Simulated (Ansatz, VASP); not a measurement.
**One calculation of BaSi3, two programs**

The input INCAR:

```
SYSTEM = BaSi3
PREC = Accurate
ENCUT = 520
EDIFF = 1E-7
ISMEAR = 0
SIGMA = 0.05
LREAL = .False.
LASPH = .True.
NELM = 100
ALGO = Normal
ISIF = 2
LWAVE = .False.
LCHARG = .False.
GGA = PE
NBANDS = 19
```

Contents of KPOINTS:

```
regular mesh
0
Gamma
  8 8 8
  0 0 0
```

Contents of POSCAR:

```
BaSi3
1.0
    4.4872196948      0.0000000000      0.0000000000
    0.0000000000      4.4872196948      0.0000000000
    0.0000000000      0.0000000000      4.4872196948
Ba Si
1 3
Direct
    0.0000000000      0.0000000000      0.0000000000
    0.0000000000      0.5000000000      0.5000000000
    0.5000000000      0.5000000000      0.0267426175
    0.5000000000      0.0000000000      0.5000000000
```

Input for Ansatz:

```yaml
crystal:
  lattice:
    - [4.4872196948, 0.0, 0.0]
    - [0.0, 4.4872196948, 0.0]
    - [0.0, 0.0, 4.4872196948]
  atoms:
    - { symbol: Ba, position: [0.0, 0.0, 0.0] }
    - { symbol: Si, position: [0.0, 0.5, 0.5] }
    - { symbol: Si, position: [0.5, 0.5, 0.0267426175] }
    - { symbol: Si, position: [0.5, 0.0, 0.5] }
basis:
  ecutwfc: 420
  ecutrho_ratio: 4
kpoints:
  mp_grid: { grid: [8, 8, 8] }
hamiltonian:
  xc: pbe
scf:
  occupations: { method: gaussian, width: 0.05 }
output:
  forces: true
  stress: true
  eigenvalues: true
```

Alike in both runs: task single point; functional PBE; k mesh 8 × 8 × 8; occupations gaussian, width 0.05 eV; no spin polarisation.

```csv
,VASP,Ansatz
version,VASP 6.6.1,Ansatz 0.2.0
potentials or method,"VASP PAW PBE potentials, release 64 (Ba_sv, Si)","scalar-relativistic, plane waves, PAW"
plane-wave cutoff (eV),520,420
valence electrons in the cell,22,22
```

|  | VASP | Ansatz | Ansatz less VASP |
| --- | --- | --- | --- |
| gap on the k mesh at the Fermi level (eV) | none | none | - |
| pressure (GPa) | 0.9 | 0.1 | -0.80 |
| largest component of the traceless stress (GPa) | 0.34 | 0.34 | +0.001 |
| rms of the force components (eV/Å) | 0.189 | 0.190 | +0.0009 |

Atom by atom the forces differ by 0.004 eV/Å (rms over components). A gap of «none» marks a metal or a gap that the smearing closes.

The runs have no spin-orbit coupling, so splittings on Ba are missing.
